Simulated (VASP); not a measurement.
Given:

```
LiCl
1.0
    0.00000     2.57000     2.57000
    2.57000     0.00000     2.57000
    2.57000     2.57000     0.00000
Li Cl
1 1
Direct
  0.00000   0.00000   0.00000
  0.50000   0.50000   0.50000
```

The numbers are results of PW91 GGA, VASP's PBE PAW potentials (set 64) (plane waves; VASP 6.6.1), not measurements. Numerical set-up: 520 eV cut-off, 10×10×10 Γ-centred mesh, tetrahedra with Blöchl corrections, potentials Li_sv Cl.

Q: Estimate the energy per atom (σ→0), band gap (on the k-mesh) with the smallest direct gap where there is one.

A: 
```json
{
  "band gap (on the k-mesh)": "6.31 eV",
  "smallest direct gap (on the k-mesh)": "6.31 eV",
  "energy per atom (σ→0)": "-3.721 eV/atom"
}
```

Total energies compare only between runs with the same potentials, cut-off and functional.

The compound is LiCl in the rock salt structure. The cell was not relaxed at this level.
